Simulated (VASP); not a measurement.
Level of theory: PBEsol GGA, VASP's PBE PAW potentials (set 64) (plane waves; VASP 6.6.1).

Input for VASP

### KPOINTS
```
Automatic
0
G
  10 10 10
0 0 0
```

### INCAR
```
ALGO  =  Normal
EDIFF  =  1E-6
EDIFFG  =  -0.02
ENCUT  =  500
GGA  =  PS
IBRION  =  2
ISIF  =  3
ISMEAR  =  1
LASPH  =  .TRUE.
LCHARG  =  .FALSE.
LMAXMIX  =  4
LREAL  =  .FALSE.
LWAVE  =  .FALSE.
NELM  =  100
NSW  =  40
PREC  =  Accurate
SIGMA  =  0.1
SYSTEM  =  InAs
```

File POSCAR:
```
InAs
1
    0.0000000000     3.0448413699     3.0448413699
    3.0448413699     0.0000000000     3.0448413699
    3.0448413699     3.0448413699     0.0000000000
In As
1 1
Direct
  0.0000000000   0.0000000000   0.0000000000
  0.2500000000   0.2500000000   0.2500000000
```

POTCAR, in this order: In_d As (PBE.64 set). Program: vasp_std.

The resulting files:

OSZICAR:
```
       N       E                     dE             d eps       ncg     rms          rms(c)
DAV:   1     0.110761995493E+03    0.11076E+03   -0.82787E+03  1227   0.143E+03
DAV:   2    -0.821488270798E+00   -0.11158E+03   -0.10830E+03  1272   0.314E+02
DAV:   3    -0.857715871130E+01   -0.77557E+01   -0.76912E+01  1632   0.879E+01
DAV:   4    -0.877195712211E+01   -0.19480E+00   -0.19466E+00  1387   0.162E+01
DAV:   5    -0.878017562851E+01   -0.82185E-02   -0.82182E-02  1772   0.286E+00    0.432E+00
DAV:   6    -0.852103956275E+01    0.25914E+00   -0.45874E-01  1864   0.136E+01    0.238E+00
DAV:   7    -0.849108773154E+01    0.29952E-01   -0.12649E-01  1688   0.389E+00    0.667E-01
DAV:   8    -0.848947193245E+01    0.16158E-02   -0.12860E-02  1523   0.163E+00    0.213E-01
DAV:   9    -0.848972697777E+01   -0.25505E-03   -0.10880E-03  1520   0.411E-01    0.116E-01
DAV:  10    -0.848977514906E+01   -0.48171E-04   -0.12403E-04  1891   0.148E-01    0.773E-02
DAV:  11    -0.848978990930E+01   -0.14760E-04   -0.54970E-05  1327   0.108E-01    0.514E-02
DAV:  12    -0.848979021925E+01   -0.30995E-06   -0.59508E-06  1302   0.201E-02
   1 F= -.84897902E+01 E0= -.84898768E+01  d E =-.848979E+01
```

**OUTCAR**
```
------------------------ aborting loop because EDIFF is reached ----------------------------------------
  FORCE on cell =-STRESS in cart. coord.  units (eV):
  Direction    XX          YY          ZZ          XY          YZ          ZX
  --------------------------------------------------------------------------------------
  Total        0.0060042      0.0060042      0.0060042      0.0000000      0.0000000     -0.0000000
  in kB        0.1703899      0.1703899      0.1703899      0.0000000      0.0000000     -0.0000000
  external PRESSURE =       0.1703899 kB  Pullay stress =       0.0000000 kB
  volume of cell :       56.46
      direct lattice vectors                 reciprocal lattice vectors
     0.000000000  3.044841370  3.044841370    -0.164212167  0.164212167  0.164212167
     3.044841370  0.000000000  3.044841370     0.164212167 -0.164212167  0.164212167
     3.044841370  3.044841370  0.000000000     0.164212167  0.164212167 -0.164212167
  FREE ENERGIE OF THE ION-ELECTRON SYSTEM (eV)
  ---------------------------------------------------
  free  energy   TOTEN  =        -8.4897902193 eV

  energy  without entropy=       -8.4900498829  energy(sigma->0) =       -8.48987677

 reached required accuracy - stopping structural energy minimisation
```
(Selected blocks of OUTCAR.)

The structure was generated: InAs was put into the zinc blende type (F-43m), which need not be its known phase. It was relaxed first.
